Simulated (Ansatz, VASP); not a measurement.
# SrLiCO3F in two plane-wave programs, part 2 of 3

One calculation is typed for both programs; each brings its own data sets. How far apart do they land? The cell is generated by rule, not measured, and may not be a known phase. Of the first pair: The cell is taken from a series of runs on this material, whose earlier steps may have relaxed, scaled, displaced or heated it; both programs get it as it stands.

VASP 6.6.1 and Ansatz 0.2.0.

So far: The structure; Ansatz: relaxation of cell and atoms, LDA, pair 1.

### Step 3. VASP: relaxation of cell and atoms, LDA, pair 1

Level of this step: LDA; plane waves and PAW (Li_sv, Sr_sv, C, O, F); invented cell (VASP).

The same cell, functional (in two slightly different forms) and mesh now go to VASP, with its own data sets.

Lines of VASP's logs that name or quote its potential files are left out, and so is its time.

INCAR

```
SYSTEM = SrLiCO3F
PREC = Accurate
ENCUT = 750
EDIFF = 1E-07
NELM = 120
ISMEAR = 0
SIGMA = 0.01
LREAL = .FALSE.
ALGO = Normal
GGA = PW92
NBANDS = 28
LORBIT = 11
LWAVE = .FALSE.
LCHARG = .FALSE.
ISIF = 3
IBRION = 2
NSW = 80
EDIFFG = -0.005
LASPH = .TRUE.
GGA_COMPAT = .FALSE.
NELMIN = 4
EFERMI = MIDGAP
KPAR = 4
```

POSCAR

```
SrLiCO3F
1.0
    5.1304330000      0.0000000000      0.0000000000
   -2.5652170000      4.4430850000      0.0000000000
    0.0000000000      0.0000000000      4.5961250000
Li Sr C O F
1 1 1 3 1
Direct
    0.3333334358      0.6666667417      0.2740619544
    0.6666667691      0.3333334084      0.5216466045
    0.0000001025      0.0000000750      0.4317861242
    0.1440144228      0.2880287156      0.4365216351
    0.1440144228      0.8559857548      0.4365216351
    0.7119714619      0.8559857548      0.4365216351
    0.6666667691      0.3333334084      0.0183395795
```

KPOINTS

```
Automatic mesh
0
Gamma
6 6 4
0 0 0
```

The projector-augmented-wave data sets are Li_sv, Sr_sv, C, O and F (LDA family, release 64).

On the command line:

```sh
mpirun -np 4 vasp_std
```

Numbers of over 12 decimals in the logs are rounded to 6 here.

Output:

```text
[banner, memory and clock lines left out]
running    4 mpi-ranks, on    1 nodes
 distrk:  each k-point on    1 cores,    4 groups
 distr:  one band on    1 cores,    1 groups

 POSCAR found type information on POSCAR LiSrC O F
 POSCAR found :  5 types and       7 ions
|                                                                             |
|               ----> ADVICE to this user running VASP <----                  |
|                                                                             |
|     You enforced a specific xc type in the INCAR file but a different       |
|     [... a line on the potential file left out ...]
|     I HOPE YOU KNOW WHAT YOU ARE DOING!                                     |
|                                                                             |

 LDA part: xc-table for (Slater(with rela. corr.)+PW92), standard interpolation
 POSCAR, INCAR and KPOINTS ok, starting setup
 FFT: planning ... GRIDC
 FFT: planning ... GRID_SOFT
 FFT: planning ... GRID
 WAVECAR not read
 entering main loop
       N       E                     dE             d eps       ncg     rms          rms(c)
DAV:   1     0.367853097462E+03    0.36785E+03   -0.26752E+04  1344   0.190E+03
DAV:   2    -0.257664497931E+02   -0.39362E+03   -0.38162E+03  1660   0.398E+02
DAV:   3    -0.531205963246E+02   -0.27354E+02   -0.27253E+02  1844   0.107E+02
DAV:   4    -0.557883776705E+02   -0.26678E+01   -0.26631E+01  2520   0.193E+01
DAV:   5    -0.558281247549E+02   -0.39747E-01   -0.39745E-01  1716   0.267E+00    0.233E+01
DAV:   6    -0.508179251927E+02    0.50102E+01   -0.20379E+01  1468   0.249E+01    0.188E+01
DAV:   7    -0.505839432565E+02    0.23398E+00   -0.10785E+00  1816   0.632E+00    0.940E+00
DAV:   8    -0.504390196871E+02    0.14492E+00   -0.27970E-01  1720   0.332E+00    0.125E+00
DAV:   9    -0.504334636634E+02    0.55560E-02   -0.35660E-02  1848   0.102E+00    0.489E-01
DAV:  10    -0.504357429705E+02   -0.22793E-02   -0.43714E-03  1548   0.394E-01    0.236E-01
DAV:  11    -0.504366420277E+02   -0.89906E-03   -0.11614E-03  1564   0.204E-01    0.429E-02
DAV:  12    -0.504367308852E+02   -0.88858E-04   -0.22859E-04  1776   0.105E-01    0.199E-02
DAV:  13    -0.504367401982E+02   -0.93130E-05   -0.17276E-05  1780   0.277E-02    0.116E-02
DAV:  14    -0.504367445572E+02   -0.43590E-05   -0.39892E-06  1792   0.117E-02    0.282E-03
DAV:  15    -0.504367445873E+02   -0.30102E-07   -0.60199E-07  1880   0.549E-03
   1 F= -.50436745E+02 E0= -.50436745E+02  d E =-.504367E+02
[... from here on, the cycles between the ionic steps are left out ...]
   2 F= -.50415756E+02 E0= -.50415756E+02  d E =0.209889E-01
   3 F= -.50438562E+02 E0= -.50438562E+02  d E =-.181719E-02
   4 F= -.50438562E+02 E0= -.50438562E+02  d E =-.181709E-02
   5 F= -.50438680E+02 E0= -.50438680E+02  d E =-.118413E-03
   6 F= -.50438724E+02 E0= -.50438724E+02  d E =-.162799E-03
   7 F= -.50438735E+02 E0= -.50438735E+02  d E =-.173764E-03
   8 F= -.50438746E+02 E0= -.50438746E+02  d E =-.100942E-04
   9 F= -.50438746E+02 E0= -.50438746E+02  d E =-.101260E-04
  10 F= -.50438751E+02 E0= -.50438751E+02  d E =-.531394E-05
  11 F= -.50438758E+02 E0= -.50438758E+02  d E =-.127093E-04
  12 F= -.50438760E+02 E0= -.50438760E+02  d E =-.207820E-05
  13 F= -.50438766E+02 E0= -.50438766E+02  d E =-.751797E-05
 curvature:  -1.16 expect dE=-0.583E-05 dE for cont linesearch -0.293E-05
 ZBRENT: increasing intervall
 opt :   2.1873  next Energy=   -50.438772 (dE=-0.138E-04)
 bond charge predicted
       N       E                     dE             d eps       ncg     rms          rms(c)
DAV:   1    -0.504387661120E+02   -0.26643E-06   -0.78467E-03  1344   0.589E-01    0.287E-02
DAV:   2    -0.504387736516E+02   -0.75396E-05   -0.14846E-04  1612   0.795E-02    0.117E-02
DAV:   3    -0.504387730852E+02    0.56644E-06   -0.47022E-06  2152   0.118E-02    0.642E-03
DAV:   4    -0.504387729065E+02    0.17862E-06   -0.79751E-07  1908   0.649E-03    0.285E-03
DAV:   5    -0.504387729109E+02   -0.43283E-08   -0.14363E-07  1124   0.255E-03
  14 F= -.50438773E+02 E0= -.50438773E+02  d E =-.146315E-04
 curvature:  -2.49 expect dE=-0.735E-05 dE for cont linesearch -0.145E-05
 trial: gam= 0.01523 g(F)=  0.230E-05 g(S)=  0.642E-06 ort = 0.335E-05 (trialstep = 0.612E+00)
 search vector abs. value=  0.305E-05
 reached required accuracy - stopping structural energy minimisation
```

OUTCAR, selected parts (step 3):

```text
ion  position               nearest neighbor table
   1  0.333  0.667  0.274-   4 1.84   6 1.84   5 1.84   2 3.17   2 3.17   2 3.17
   2  0.667  0.333  0.522-   7 2.28   7 2.31   5 2.60   5 2.60   6 2.60   4 2.60   6 2.60   4 2.60
                             3 2.99   3 2.99   3 2.99   1 3.17   1 3.17   1 3.17
   3  0.000  0.000  0.432-   4 1.28   6 1.28   5 1.28   2 2.99   2 2.99   2 2.99
   4  0.144  0.288  0.437-   3 1.28   1 1.84   2 2.60   2 2.60
   5  0.144  0.856  0.437-   3 1.28   1 1.84   2 2.60   2 2.60
   6  0.712  0.856  0.437-   3 1.28   1 1.84   2 2.60   2 2.60
   7  0.667  0.333  0.018-   2 2.28   2 2.31

  LATTYP: Found a hexagonal cell.
 ALAT       =     5.1304330000
 C/A-ratio  =     0.8958551842

 Subroutine GETGRP returns: Found  6 space group operations
 (whereof  6 operations were pure point group operations)

The static configuration has the point symmetry C_3v.

 Found     24 irreducible k-points:

   k-points           NKPTS =     24   k-points in BZ     NKDIM =     24   number of bands    NBANDS=     28

   dimension x,y,z NGX =    48 NGY =   48 NGZ =   42
   dimension x,y,z NGXF=    96 NGYF=   96 NGZF=   84

   ENCUT  =  750.0 eV  55.12 Ry    7.42 a.u.  11.46 11.46 10.26*2*pi/ulx,y,z

   NELECT =      42.0000    total number of electrons

 k-points in reciprocal lattice and weights: Automatic mesh
   0.00000000  0.00000000  0.00000000       0.007
   0.16666667 -0.00000000  0.00000000       0.042
   0.33333333  0.00000000  0.00000000       0.042
   0.50000000 -0.00000000  0.00000000       0.021
   0.16666667  0.16666667  0.00000000       0.042
   0.33333333  0.16666667  0.00000000       0.083
   0.33333333  0.33333333  0.00000000       0.014
   0.00000000  0.00000000  0.25000000       0.014
   0.16666667 -0.00000000  0.25000000       0.042
[...]
0.33333333  0.16666667  0.50000000       0.083
   0.33333333  0.33333333  0.50000000       0.014

 average (electrostatic) potential at core
       1 -66.1143       2 -37.9941       3 -61.7416       4 -76.1277       5 -76.1277
       6 -76.1277       7 -77.1764

 E-fermi :   1.1807

 k-point     1 :       0.0000    0.0000    0.0000
  band No.  band energies     occupation
    ...
     17      -2.4322      2.00000
     18      -2.3350      2.00000
     19      -2.3350      2.00000
     20      -2.1268      2.00000
     21      -1.0159      2.00000
     22       3.3750      0.00000
     23       4.5763      0.00000
     24       6.7568      0.00000
     25       6.7568      0.00000
     26       7.3360      0.00000
    ...

 k-point     2 :       0.1667   -0.0000    0.0000
  band No.  band energies     occupation
    ...
     17      -2.4440      2.00000
     18      -2.3995      2.00000
     19      -2.3708      2.00000
     20      -2.1224      2.00000
     21      -1.1941      2.00000
     22       3.6498      0.00000
     23       4.6613      0.00000
     24       6.8130      0.00000
     25       6.9086      0.00000
     26       7.1243      0.00000
    ...

 k-point     3 :       0.3333    0.0000    0.0000
  band No.  band energies     occupation
    ...
     17      -2.4785      2.00000
     18      -2.4436      2.00000
     19      -2.3533      2.00000
     20      -2.1163      2.00000
     21      -1.5171      2.00000
     22       4.3383      0.00000
     23       4.8248      0.00000
     24       6.2896      0.00000
     25       7.0724      0.00000
     26       7.2865      0.00000
    ...

  Total        0.0026494      0.0026494     -0.0088971     -0.0000000      0.0000000     -0.0000000
  in kB        0.0403710      0.0403710     -0.1355728     -0.0000000      0.0000000     -0.0000000
  external PRESSURE =      -0.0182769 kB  Pullay stress =       0.0000000 kB

  energy-cutoff  :      750.00
  volume of cell :      105.14
      direct lattice vectors                 reciprocal lattice vectors
     5.133530217 -0.000000000  0.000000000     0.194797724  0.112466548 -0.000000000
    -2.566765609  4.445767268 -0.000000000     0.000000000  0.224933052  0.000000000
     0.000000000 -0.000000000  4.607078001    -0.000000000  0.000000000  0.217057319

 POSITION                                       TOTAL-FORCE (eV/Angst)
 -----------------------------------------------------------------------------------
     -0.00000      2.96385      1.26483        -0.000000      0.000000     -0.001683
      2.56677      1.48192      2.40629         0.000000      0.000000      0.000557
      0.00000      0.00000      1.98694         0.000000      0.000000      0.003061
      0.00000      1.28372      2.00924         0.000000     -0.000751     -0.002132
     -1.45503      3.80391      2.00924        -0.000651      0.000376     -0.002132
      1.45503      3.80391      2.00924         0.000651      0.000376     -0.002132
      2.56677      1.48192      0.08716         0.000000      0.000000      0.004462
 -----------------------------------------------------------------------------------
    total drift:                               -0.002147     -0.002124      0.000858

  FREE ENERGIE OF THE ION-ELECTRON SYSTEM (eV)
  ---------------------------------------------------
  free  energy   TOTEN  =       -50.4387729109 eV

  energy  without entropy=      -50.4387729109  energy(sigma->0) =      -50.43877291

 reached required accuracy - stopping structural energy minimisation

 total charge
# of ion       s       p       d       tot
------------------------------------------
    1        2.022   0.077   0.000   2.099
    2        2.006   5.815   0.242   8.062
    3        0.846   1.733   0.000   2.579
    4        1.549   3.620   0.000   5.169
    5        1.549   3.620   0.000   5.169
    6        1.549   3.620   0.000   5.169
    7        1.722   4.350   0.000   6.072
--------------------------------------------------
tot         11.242  22.837   0.242  34.320

[... 3 further parts left out ...]
```

CONTCAR:

```
SrLiCO3F
   1.00000000000000
     5.1335302171474506   -0.0000000003482064    0.0000000000000000
    -2.5667656091771276    4.4457672683430092   -0.0000000000000000
     0.0000000000000000   -0.0000000000000000    4.6070780014277082
  Li              Sr              C               O               F
     1     1     1     3     1
Direct
     0.3333334358000002    0.6666667416999985    0.2745395779711111
     0.6666667690999972    0.3333334084000015    0.5223029882279995
     0.0000001025000032    0.0000000750000027    0.4312788693262105
     0.1443752229441949    0.2887503158902257    0.4361197693985269
     0.1443752229460963    0.8556249546539731    0.4361197693985269
     0.7112498616097039    0.8556249546558055    0.4361197693985269
     0.6666667690999972    0.3333334084000015    0.0189184241790972
```

The run keeps the 6 symmetry operations of its start, so it cannot find a distortion of lower symmetry.

### Step 4. Differences

Known differences besides the potentials themselves: fixed occupations in Ansatz, narrow Gaussian smearing in VASP; the cutoff is 420 eV in Ansatz and 750 eV in VASP; VASP's log shows a relativistic correction to its local exchange, Ansatz's none; Ansatz adds a Pulay correction to the stress that steers its cell, VASP none. Total energies have different zeros and are not compared.

Both answers:

```tsv
quantity	Ansatz	VASP	difference
volume (Å³)	104.77	105.14	-0.36 %
edge a after relaxation, in the typed setting (Å)	5.130	5.133	-0.06 %
edge c after relaxation, in the typed setting (Å)	4.596	4.607	-0.24 %
```

### Step 5. Ansatz: relaxation of cell and atoms, LDA, pair 2

The relaxed volume is the usual yardstick between codes: in a stiff, nearly cubic crystal its relative difference is about their pressure difference at one cell divided by the bulk modulus. Its start cell is another than that of the pair before, and may be another structure of the material.

The cell is taken from a series of runs on this material, whose earlier steps may have relaxed, scaled, displaced or heated it; both programs get it as it stands.

input.yaml

```yaml
crystal:
  lattice:
    - [5.0687489664, 0.0, 0.0]
    - [-2.5343744832, 4.3896653703, 0.0]
    - [0.0, 0.0, 4.4814897393]
  atoms:
    - { symbol: Li, position: [0.3333333333, 0.6666666667, 0.0] }
    - { symbol: Sr, position: [0.6666666667, 0.3333333333, 0.5] }
    - { symbol: C, position: [0.0, 0.0, 0.5] }
    - { symbol: O, position: [0.1465965773, 0.2931931547, 0.5] }
    - { symbol: O, position: [0.1465965773, 0.8534034227, 0.5] }
    - { symbol: O, position: [0.7068068453, 0.8534034227, 0.5] }
    - { symbol: F, position: [0.6666666667, 0.3333333333, 0.0] }
kpoints:
  mp_grid: { grid: [6, 6, 4] }
hamiltonian:
  xc: lda
scf:
  occupations: { method: fixed }
output:
  forces: true
  stress: true
  eigenvalues: true
relax:
  adjacent_minimum: "off"
  f_tol: 0.001
  max_steps: 60
  cell: { stress_tol: 0.01 }
```

On the command line:

```sh
ansatz run input.yaml --threads 8 --pin off --max-ram 14336MiB --backend cpu --events-out ev --progress --plain --runs-dir out
```

Output:

```text
[...]
Crystal: 7 atoms, lattice volume = 99.714 Å³
Basis set: ecut = 420 eV, 1977 PW (Γ)
Bands: 28, of which v1, the nominal top of the filled ones, is band 21 counted from 1 (20 counted from 0)
Symmetry: 12 space group operations
[...]
k-points: 21 of 144 (time reversal used)
[...]
- [-2.534787, 4.390379, 0.0]
    - [0.0, 0.0, 4.482625]
  atoms:
    - { symbol: Li, position: [0.333333, 0.666667, 0.0] }
    - { symbol: Sr, position: [0.666667, 0.333333, 0.5] }
    - { symbol: C, position: [-1.057082909547702e-17, 1.0575943948223525e-17, 0.5] }
    - { symbol: O, position: [0.146579, 0.293158, 0.5] }
    - { symbol: O, position: [0.146579, 0.853421, 0.5] }
    - { symbol: O, position: [0.706842, 0.853421, 0.5] }
    - { symbol: F, position: [0.666667, 0.333333, 0.0] }
[key lines of the parts left out:]
SCF converged after 6 iterations
Free energy (F): -6354.054480 eV
Fermi energy:    3.025434 eV
P = ⅓ Tr σ = 0.0016 GPa (0.016 kbar)
```

### Step 6. VASP: relaxation of cell and atoms, LDA, pair 2

The same cell, functional (in two slightly different forms) and mesh now go to VASP, with its own data sets.

INCAR is that of step 3.

POSCAR

```
SrLiCO3F
1.0
    5.0687490000      0.0000000000      0.0000000000
   -2.5343740000      4.3896650000      0.0000000000
    0.0000000000      0.0000000000      4.4814900000
Li Sr C O F
1 1 1 3 1
Direct
    0.3333333435      0.6666668185      0.0000000000
    0.6666666768      0.3333334852      0.5000000000
    0.0000000102      0.0000001518      0.5000000000
    0.1465965778      0.2931932871      0.5000000000
    0.1465965778      0.8534035842      0.5000000000
    0.7068068749      0.8534035842      0.5000000000
    0.6666666768      0.3333334852      0.0000000000
```

KPOINTS is that of step 3.

On the command line:

```sh
mpirun -np 4 vasp_std
```

Output:

```text
[banner, memory and clock lines left out]
running    4 mpi-ranks, on    1 nodes
[...]
[... a notice as in an earlier step ...]

 LDA part: xc-table for (Slater(with rela. corr.)+PW92), standard interpolation
 POSCAR, INCAR and KPOINTS ok, starting setup
[...]
entering main loop
       N       E                     dE             d eps       ncg     rms          rms(c)
DAV:   1     0.359652164060E+03    0.35965E+03   -0.27091E+04  1176   0.192E+03
DAV:   2    -0.265459280700E+02   -0.38620E+03   -0.37510E+03  1460   0.397E+02
DAV:   3    -0.528429846793E+02   -0.26297E+02   -0.26191E+02  1760   0.103E+02
DAV:   4    -0.543404329367E+02   -0.14974E+01   -0.14945E+01  2044   0.165E+01
[...]
DAV:  13    -0.494110731517E+02   -0.14076E-04   -0.23834E-05  1804   0.254E-02    0.148E-02
DAV:  14    -0.494110740184E+02   -0.86668E-06   -0.27664E-06  1568   0.953E-03    0.362E-03
DAV:  15    -0.494110740727E+02   -0.54276E-07   -0.15621E-07  1324   0.258E-03
   1 F= -.49411074E+02 E0= -.49411074E+02  d E =-.494111E+02
[... from here on, the cycles between the ionic steps are left out ...]
   2 F= -.49389950E+02 E0= -.49389950E+02  d E =0.211241E-01
   3 F= -.49413311E+02 E0= -.49413311E+02  d E =-.223652E-02
   4 F= -.49413311E+02 E0= -.49413311E+02  d E =-.223644E-02
   5 F= -.49413515E+02 E0= -.49413515E+02  d E =-.204746E-03
   6 F= -.49413564E+02 E0= -.49413564E+02  d E =-.253789E-03
[...]
reached required accuracy - stopping structural energy minimisation
```

OUTCAR, selected parts (step 6):

```text
  Total        0.0045967      0.0045967      0.0094179      0.0000000     -0.0000000      0.0000000
  in kB        0.0734633      0.0734633      0.1505151      0.0000000     -0.0000000      0.0000000
  external PRESSURE =       0.0991472 kB  Pullay stress =       0.0000000 kB

 POSITION                                       TOTAL-FORCE (eV/Angst)
 -----------------------------------------------------------------------------------
      0.00000      2.93056     -0.00000        -0.000000      0.000000      0.000000
      2.53794      1.46528      2.24648        -0.000000      0.000000      0.000000
     -0.00000      0.00000      2.24648        -0.000000      0.000000      0.000000
     -0.00000      1.29148      2.24648         0.000000      0.003377     -0.000000
     -1.41949      3.75010      2.24648         0.002924     -0.001688      0.000000
      1.41949      3.75010      2.24648        -0.002924     -0.001688     -0.000000
      2.53794      1.46528      0.00000        -0.000000      0.000000      0.000000
 -----------------------------------------------------------------------------------
    total drift:                                0.002145     -0.004243     -0.000000

  FREE ENERGIE OF THE ION-ELECTRON SYSTEM (eV)
  ---------------------------------------------------
  free  energy   TOTEN  =       -49.4135643001 eV

  energy  without entropy=      -49.4135643001  energy(sigma->0) =      -49.41356430

[... 1 part as in an earlier step ...]

[... 3 further parts left out ...]
[key lines of the parts left out:]
E-fermi :   1.6458
```

The run keeps the 12 symmetry operations of its start, so it cannot find a distortion of lower symmetry.

### Step 7. Side by side

Both answers:

```tsv
quantity	Ansatz	VASP	difference
volume (Å³)	99.77	100.25	-0.48 %
edge a after relaxation, in the typed setting (Å)	5.070	5.076	-0.12 %
edge c after relaxation, in the typed setting (Å)	4.483	4.493	-0.23 %
```

[end of part 2 of 3]

[Lines on the potential files, build, host, timing and source positions are cut from VASP's logs without a mark.]

[Logs are printed without paths, hosts, clocks, repeated set-up lines and the standing remarks that a program may print on its own settings, such as how far it seeks lower states.]

[Hosts, paths, dates, database ids (printed as entryN), source tags and the programs' standing remarks are cut or masked in the printed files.]
